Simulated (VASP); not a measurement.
OSZICAR of a VASP run on PtS2 (1T layered):

### OSZICAR
```
       N       E                     dE             d eps       ncg     rms          rms(c)
DAV:   1     0.112941144690E+03    0.11294E+03   -0.10578E+04   976   0.131E+03
DAV:   2    -0.115944710105E+02   -0.12454E+03   -0.12172E+03  1226   0.246E+02
DAV:   3    -0.165724596964E+02   -0.49780E+01   -0.49501E+01  1240   0.523E+01
DAV:   4    -0.166257522366E+02   -0.53293E-01   -0.53279E-01  1226   0.597E+00
DAV:   5    -0.166266547587E+02   -0.90252E-03   -0.90250E-03  1268   0.751E-01    0.171E+01
DAV:   6    -0.156391541175E+02    0.98750E+00   -0.81640E+00   974   0.291E+01    0.123E+01
DAV:   7    -0.153496473433E+02    0.28951E+00   -0.15169E+00   967   0.136E+01    0.551E+00
DAV:   8    -0.153356774847E+02    0.13970E-01   -0.10200E-01  1072   0.231E+00    0.149E+00
DAV:   9    -0.153309363818E+02    0.47411E-02   -0.12806E-02  1142   0.127E+00    0.285E-01
DAV:  10    -0.153310775948E+02   -0.14121E-03   -0.19645E-03  1121   0.325E-01    0.585E-02
DAV:  11    -0.153311113842E+02   -0.33789E-04   -0.49243E-05  1212   0.624E-02    0.425E-02
DAV:  12    -0.153311164917E+02   -0.51075E-05   -0.73819E-06  1100   0.239E-02    0.128E-02
DAV:  13    -0.153311180356E+02   -0.15438E-05   -0.22971E-06  1142   0.115E-02    0.335E-03
DAV:  14    -0.153311181623E+02   -0.12671E-06   -0.21592E-07  1063   0.400E-03    0.708E-04
DAV:  15    -0.153311181921E+02   -0.29812E-07   -0.26123E-08   732   0.138E-03
   1 F= -.16370074E+02 E0= -.16370022E+02  d E =-.163701E+02
       N       E                     dE             d eps       ncg     rms          rms(c)
DAV:   1    -0.153442452419E+02   -0.13127E-01   -0.83590E-01   960   0.583E+00    0.650E-01
DAV:   2    -0.153451942523E+02   -0.94901E-03   -0.36313E-02  1163   0.149E+00    0.276E-01
DAV:   3    -0.153445893930E+02    0.60486E-03   -0.12041E-03  1373   0.287E-01    0.143E-01
DAV:   4    -0.153444583378E+02    0.13106E-03   -0.74021E-04  1058   0.186E-01    0.418E-02
DAV:   5    -0.153444602710E+02   -0.19332E-05   -0.10774E-04  1037   0.756E-02    0.309E-02
DAV:   6    -0.153444609294E+02   -0.65839E-06   -0.87199E-06  1219   0.230E-02    0.110E-02
DAV:   7    -0.153444609821E+02   -0.52729E-07   -0.67426E-07  1142   0.725E-03
   2 F= -.16378831E+02 E0= -.16378827E+02  d E =-.875659E-02
       N       E                     dE             d eps       ncg     rms          rms(c)
DAV:   1    -0.153527289224E+02   -0.82680E-02   -0.94686E-01   960   0.619E+00    0.710E-01
DAV:   2    -0.153536880692E+02   -0.95915E-03   -0.41048E-02  1170   0.159E+00    0.300E-01
DAV:   3    -0.153529911734E+02    0.69690E-03   -0.14239E-03  1359   0.312E-01    0.155E-01
DAV:   4    -0.153528423027E+02    0.14887E-03   -0.85875E-04  1072   0.200E-01    0.451E-02
DAV:   5    -0.153528442308E+02   -0.19281E-05   -0.12389E-04  1044   0.815E-02    0.333E-02
DAV:   6    -0.153528449962E+02   -0.76547E-06   -0.10176E-05  1240   0.248E-02    0.114E-02
DAV:   7    -0.153528450325E+02   -0.36277E-07   -0.83461E-07  1156   0.765E-03
   3 F= -.16382429E+02 E0= -.16382429E+02  d E =-.123553E-01
       N       E                     dE             d eps       ncg     rms          rms(c)
DAV:   1    -0.153533226089E+02   -0.47761E-03   -0.86290E-03   960   0.589E-01    0.658E-02
DAV:   2    -0.153533312106E+02   -0.86016E-05   -0.37460E-04  1142   0.152E-01    0.286E-02
DAV:   3    -0.153533250612E+02    0.61494E-05   -0.14055E-05  1387   0.309E-02    0.150E-02
DAV:   4    -0.153533241024E+02    0.95883E-06   -0.74587E-06  1080   0.186E-02    0.435E-03
DAV:   5    -0.153533240957E+02    0.66923E-08   -0.10316E-06  1037   0.759E-03    0.330E-03
DAV:   6    -0.153533241384E+02   -0.42725E-07   -0.86607E-08   529   0.240E-03
   4 F= -.16382458E+02 E0= -.16382458E+02  d E =-.123840E-01
       N       E                     dE             d eps       ncg     rms          rms(c)
DAV:   1    -0.153566495872E+02   -0.33255E-02   -0.76013E-02   967   0.203E+00    0.238E-01
DAV:   2    -0.153555150519E+02    0.11345E-02   -0.39369E-03  1065   0.533E-01    0.130E-01
DAV:   3    -0.153553298268E+02    0.18523E-03   -0.58871E-04  1170   0.219E-01    0.519E-02
DAV:   4    -0.153552761793E+02    0.53647E-04   -0.15316E-04  1079   0.926E-02    0.252E-02
DAV:   5    -0.153552739256E+02    0.22537E-05   -0.16598E-05  1177   0.301E-02    0.994E-03
DAV:   6    -0.153552741513E+02   -0.22569E-06   -0.16250E-06  1229   0.106E-02    0.463E-03
DAV:   7    -0.153552741946E+02   -0.43255E-07   -0.24254E-07   795   0.484E-03
   5 F= -.16382973E+02 E0= -.16382973E+02  d E =-.515007E-03
       N       E                     dE             d eps       ncg     rms          rms(c)
DAV:   1    -0.153565345975E+02   -0.12604E-02   -0.22283E-02   967   0.110E+00    0.128E-01
DAV:   2    -0.153562035525E+02    0.33105E-03   -0.11515E-03  1058   0.288E-01    0.706E-02
DAV:   3    -0.153561496429E+02    0.53910E-04   -0.17287E-04  1170   0.119E-01    0.282E-02
DAV:   4    -0.153561340409E+02    0.15602E-04   -0.44548E-05  1086   0.500E-02    0.136E-02
DAV:   5    -0.153561332635E+02    0.77749E-06   -0.48751E-06  1170   0.163E-02    0.537E-03
DAV:   6    -0.153561333178E+02   -0.54344E-07   -0.47265E-07  1164   0.574E-03
   6 F= -.16383051E+02 E0= -.16383051E+02  d E =-.593263E-03
```

Question: Which electronic solver shows in the log?

Answer: It is blocked Davidson (ALGO = Normal, or the opening steps of other solvers). The INCAR had ALGO = Normal.

Question: Can the final energy be trusted as converged?

Answer: The run converged. It stopped with EDIFF = 1E-7, NELM = 100, NSW = 30 and EDIFFG = -0.01 after 6 ionic steps (PBE GGA with D3 dispersion (zero damping), plane waves, VASP's PBE PAW potentials (set 64)).

The compound is PtS2 in the 1T layered structure. This cell is one point of a volume scan, at 1.03 of the reference volume. Symmetry was kept, so distortions that lower it aren't found.
